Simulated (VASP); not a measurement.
Consider the following.

```
Si
1.0
    0.00000     2.67093     2.67093
    2.67093     0.00000     2.67093
    2.67093     2.67093     0.00000
Si
2
Direct
  0.00000   0.00000   0.00000
  0.25000   0.25000   0.25000
```

The numbers are results of PBE GGA with D3 dispersion (zero damping), VASP's PBE PAW potentials (set 64) (plane waves; VASP), not measurements. Settings: 520 eV cut-off, 8×8×8 Γ-centred mesh, Gaussian smearing of 0.050 eV, potentials Si.

Question: Predict the energy per atom (σ→0), pressure.

Answer: 
energy per atom (σ→0): -5.546 eV/atom
pressure: 6.35 GPa

The absolute energy has meaning only against runs of the same code, potentials and settings.

The compound is Si in the diamond structure. This cell is one point of a volume scan, at 0.94 of the reference volume.
